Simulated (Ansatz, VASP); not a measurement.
# Cross-check of Hf2CSO (Hf2COS MXene, 1 layer) between VASP and Ansatz, part 2 of 2

One calculation is typed for both programs; each brings its own data sets. How far apart do they land? Of the first pair: The structure shown is the start of the Ansatz relaxation below; VASP solves that cell, so the two are compared at the walk's first step.

VASP 6.6.1 and Ansatz 0.2.0.

So far: Starting point; Ansatz: relaxation, PBE; VASP: single point, PBE, start cell, pair 1.

### Step 4. Side by side

Known differences besides the potentials themselves: the data sets hold 68 valence electrons in Ansatz (on its default PAW (the set named soft_2) files) and 36 in VASP; the cutoff is 420 eV in Ansatz and 520 eV in VASP. Total energies have different zeros and are not compared.

Forces (eV/Å; atoms numbered as in POSCAR):

```tsv
atom	Ansatz x, y, z	VASP x, y, z
S1	0.000, 0.000, 1.616	0.000, 0.000, 1.669
Hf2	0.000, 0.000, -2.050	0.000, 0.000, -2.048
Hf3	0.000, 0.000, 4.244	0.000, 0.000, 4.323
C4	0.000, 0.000, -0.860	0.000, 0.000, -0.845
O5	0.000, 0.000, -2.950	0.000, 0.000, -3.099
```

The forces differ by 46 meV/Å r.m.s., which is 3.0 % of the r.m.s. force of 1.549 eV/Å (both taken over all components). With vacuum in the cell, a pressure given here is an average over mostly empty space and none of the material.

### Step 5. Ansatz: relaxation, PBE

This run makes the geometry at which the two programs are then compared.

The structure compared here is the end of the Ansatz relaxation.

input.yaml reads:

```yaml
crystal:
  lattice:
    - [3.289, 0.0, 0.0]
    - [-1.6445, 2.848357553, 0.0]
    - [0.0, 0.0, 20.5866226631]
  atoms:
    - { symbol: S, position: [0.3333333333, 0.6666666667, 0.3643142502] }
    - { symbol: Hf, position: [0.6666666667, 0.3333333333, 0.4523518813] }
    - { symbol: C, position: [0.0, 0.0, 0.5153904766] }
    - { symbol: Hf, position: [0.3333333333, 0.6666666667, 0.5784290718] }
    - { symbol: O, position: [0.6666666667, 0.3333333333, 0.6356857498] }
kpoints:
  mp_grid: { grid: [12, 12, 1] }
hamiltonian:
  xc: pbe
scf:
  occupations: { method: fermi_dirac, width: 0.05 }
  convergence: { dr2_threshold: 1.0e-08 }
efield:
  axis: 3
  dipole_correction: true
  ramp_position: 0.97
  ramp_width: 0.04
relax:
  f_tol: 0.01
  cell: { fix: [c, alpha, beta] }
output:
  write_potential: true
  write_density: true
  volumetric_format: npy
```

On the command line:

```sh
$ ansatz run input.yaml --threads 2 --pin off --max-ram 4096MiB --backend cpu --events-out ev --progress --plain --runs-dir out
```

Numbers of over 12 decimals in the logs are rounded to 6 here.

Output:

```text
[...]
Crystal: 5 atoms, lattice volume = 192.861 Å³
Basis set: ecut = 420 eV, 3837 PW (Γ), exchange–correlation on 48×48×288 points (8 copies of the dense FFT grid, shifted against one another)
[...]
- [-1.674783, 2.900809, 0]
    - [0, 0, 20.5866226631]
  atoms:
    - { symbol: S, position: [0.333333, 0.666667, 0.373279] }
    - { symbol: Hf, position: [0.666667, 0.333333, 0.450597] }
    - { symbol: C, position: [-4.928105013835307e-19, -1.4080300039364056e-19, 0.514864] }
    - { symbol: Hf, position: [0.333333, 0.666667, 0.581888] }
    - { symbol: O, position: [0.666667, 0.333333, 0.625543] }
[key lines of the parts left out:]
SCF converged after 5 iterations
Free energy (F): -33169.243063 eV
Fermi energy:    2.274483 eV
Dipole field:    D = 0.067965 V/Å  (p = 0.075130 e·Å, saw-weighted, corrected)
Work function:   Φ+ = 4.6145 eV   Φ− = 6.0137 eV
P = ⅓ Tr σ = 0.0323 GPa (0.323 kbar)
```

### Step 6. VASP: single point, PBE, relaxed cell, pair 2

The same cell, functional, mesh and smearing now go to VASP, with its own data sets.

INCAR reads:

```
SYSTEM = Hf2CSO
PREC = Accurate
ENCUT = 600
EDIFF = 1E-06
NELM = 120
ISMEAR = -1
SIGMA = 0.05
LREAL = .FALSE.
ALGO = Normal
GGA = PE
NBANDS = 24
LASPH = .TRUE.
LORBIT = 11
LWAVE = .FALSE.
LCHARG = .FALSE.
ISIF = 2
LDIPOL = .TRUE.
IDIPOL = 3
DIPOL = 0.5 0.5 0.51
LVHAR = .TRUE.
GGA_COMPAT = .FALSE.
NELMDL = -8
KPAR = 2
```

POSCAR reads:

```
Hf2CSO
1.0
    3.3495656014      0.0000000000      0.0000000000
   -1.6747828007      2.9008089024      0.0000000000
    0.0000000000      0.0000000000     20.5866226631
S Hf C O
1 2 1 1
Direct
    0.3333333333      0.6666666667      0.3732793704
    0.6666666666      0.3333333334      0.4505969727
    0.3333333333      0.6666666667      0.5818876133
    1.0000000000      0.0000000000      0.5148640567
    0.6666666666      0.3333333334      0.6255434167
```

KPOINTS reads:

```
Automatic mesh
0
Gamma
12 12 1
0 0 0
```

PAW data sets: S, Hf_pv, C and O (PBE family, release 64).

On the command line:

```sh
$ mpirun -np 2 vasp_std
```

Output:

```text
[... set-up lines as in an earlier step ...]
 entering main loop
       N       E                     dE             d eps       ncg     rms          rms(c)
DAV:   1     0.223622992888E+03    0.22362E+03   -0.19315E+04  1072   0.139E+03
DAV:   2    -0.303471200910E+02   -0.25397E+03   -0.24840E+03  1184   0.299E+02
DAV:   3    -0.535588483632E+02   -0.23212E+02   -0.22884E+02  1192   0.796E+01
DAV:   4    -0.541733986727E+02   -0.61455E+00   -0.61361E+00  1256   0.142E+01
[...]
DAV:  28    -0.469307499269E+02   -0.29551E-05   -0.15364E-07   816   0.131E-03    0.642E-04
DAV:  29    -0.469307509902E+02   -0.10633E-05   -0.66274E-08   816   0.106E-03    0.465E-04
DAV:  30    -0.469307516018E+02   -0.61164E-06   -0.37680E-08   808   0.585E-04
   1 F= -.46930752E+02 E0= -.46928486E+02  d E =-.453131E-02
```

OUTCAR, selected parts (step 6):

```text
  Total       -0.5650631     -0.5650631     -0.5069146      0.0000000      0.0000000     -0.0000000
  in kB       -4.5260030     -4.5260030     -4.0602492      0.0000000      0.0000000     -0.0000000
  external PRESSURE =      -4.3707517 kB  Pullay stress =       0.0000000 kB

 POSITION                                       TOTAL-FORCE (eV/Angst)
 -----------------------------------------------------------------------------------
     -0.00000      1.93387      7.68456         0.000000     -0.000000      0.072852
      1.67478      0.96694      9.27627         0.000000     -0.000000     -0.018755
     -0.00000      1.93387     11.97910         0.000000     -0.000000      0.078977
      0.00000      0.00000     10.59931         0.000000     -0.000000      0.026279
      1.67478      0.96694     12.87783        -0.000000      0.000000     -0.159354
 -----------------------------------------------------------------------------------
    total drift:                                0.000001     -0.000001      0.000458

  FREE ENERGIE OF THE ION-ELECTRON SYSTEM (eV)
  ---------------------------------------------------
  free  energy   TOTEN  =       -46.9307516018 eV

  energy  without entropy=      -46.9262202911  energy(sigma->0) =      -46.92848595

[... 1 part as in an earlier step ...]

[... 2 further parts left out ...]
[key lines of the parts left out:]
E-fermi :  -1.4119
```

### Step 7. Side by side

What differs besides the data sets and the points named for the pairs above, as far as they apply: the data sets hold 68 valence electrons in Ansatz (on its default PAW (the set named soft_2) files) and 36 in VASP; the cutoff is 420 eV in Ansatz and 600 eV in VASP; Ansatz's pressure holds a Pulay correction, VASP's none. Total energies have different zeros and are not compared.

The two programs side by side:

```tsv
quantity	Ansatz	VASP	difference
pressure (GPa)	0.03	-0.44	+0.47
work function, lower of the two faces (eV)	4.61	4.65	-0.04
work function, higher of the two faces (eV)	6.01	6.01	+0.01
```

Forces (eV/Å; atoms numbered as in POSCAR):

```tsv
atom	Ansatz x, y, z	VASP x, y, z
S1	0.000, 0.000, 0.000	0.000, 0.000, 0.073
Hf2	0.000, 0.000, 0.000	0.000, 0.000, -0.019
Hf3	0.000, 0.000, 0.000	0.000, 0.000, 0.079
C4	0.000, 0.000, 0.000	0.000, 0.000, 0.026
O5	0.000, 0.000, 0.000	0.000, 0.000, -0.159
```

The forces differ by 50 meV/Å r.m.s., where the r.m.s. force is 0.000 eV/Å in Ansatz and 0.050 eV/Å in VASP: the atoms lie near their places of rest in Ansatz, so a percentage would say little (all taken over all components). With vacuum in the cell, a pressure given here is an average over mostly empty space and none of the material.

### Step 8. Other set-ups

Further runs change the set-up of one program: Ansatz's method, potentials or start, or VASP's data sets, cutoff or form of LDA. The table gives Ansatz less VASP for each quantity, since a change that brings one quantity closer may part another.

```tsv
run	r.m.s. force difference (meV/Å)	pressure (GPa)	work function, lower of the two faces (eV)	work function, higher of the two faces (eV)
as above	50	0.47	-0.039	0.0058
VASP with the data sets S, Hf_sv, C and O	33	0.33	-0.037	0.0052
```

### Step 9. Results

```yaml
r_m_s_force_difference_single_point_pbe_start_cell_pair_1: 3.0 % of the r.m.s. force
r_m_s_force_difference_single_point_pbe_relaxed_cell_pair_2: 50 meV/Å
```

In words: The r.m.s. force difference is 50 meV/Å (single point, PBE, relaxed cell, pair 2), beyond the 12 meV/Å picked in this series as the mark of a large difference. The data sets hold unlike numbers of valence electrons (68 in Ansatz and 36 in VASP), so part of the differences comes from the potentials. Single point, PBE, relaxed cell, pair 2, VASP with the data sets S, Hf_sv, C and O: r.m.s. force difference goes from 50 to 33 meV/Å; the difference in pressure goes from 0.47 to 0.33 GPa. Such differences can come from data sets, numerical settings and the points named under the comparisons, not from the functional's error against experiment.

[Lines on the potential files, build, host, timing and source positions are cut from VASP's logs without a mark.]

[Logs are printed without paths, hosts, clocks, repeated set-up lines and the standing remarks that a program may print on its own settings, such as how far it seeks lower states.]

[Hosts, paths, dates, database ids (printed as entryN), source tags and the programs' standing remarks are cut or masked in the printed files.]
